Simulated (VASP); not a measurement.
Here is the system:

```xyz
2
Lattice="0.0000 2.7528 2.7528 2.7528 0.0000 2.7528 2.7528 2.7528 0.0000" Properties=species:S:1:pos:R:3 pbc="T T T"
Al     0.0000     0.0000     0.0000
P      1.3764     1.3764     1.3764
```

Calculation: PBE GGA, VASP's PBE PAW potentials (set 64) (plane waves; VASP 6.6.1). Run with 400 eV cut-off, Gaussian smearing of 0.050 eV, potentials Al P.

Problem. What does the run give for the band gap (along the path) with the smallest direct gap where there is one?

Solution. 
- band gap (along the path) = 1.63 eV
- smallest direct gap (along the path) = 3.09 eV

The compound is AlP in the zinc blende structure. It was relaxed first.
